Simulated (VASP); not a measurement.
Energy against volume of Pb (fcc). Level of theory: RPBE GGA, VASP's PBE PAW potentials (set 64) (plane waves; VASP). Run with 520 eV cut-off, 12×12×12 Γ-centred mesh, first-order Methfessel-Paxton smearing of 0.10 eV, potentials Pb_d.

| V (Å³/atom) | E (eV/atom) |
|---|---|
| 31.075 | -3.14837 |
| 32.067 | -3.16327 |
| 33.059 | -3.16979 |
| 34.050 | -3.16950 |

Problem. Fit these four points and predict the energy of the run at 35.042 Å³/atom.

Solution. A cubic in V^(−2/3), the third-order Birch-Murnaghan form, passes through the four points with V0 = 33.50 Å³/atom and B0 = 34 GPa, and gives -3.1637 eV/atom there. The run gave -3.1636 eV/atom, +0.1 meV/atom from the fit; all five points give B0 = 34 GPa.

The compound is Pb in the fcc structure. It was relaxed first, which changed the volume by +10 %.
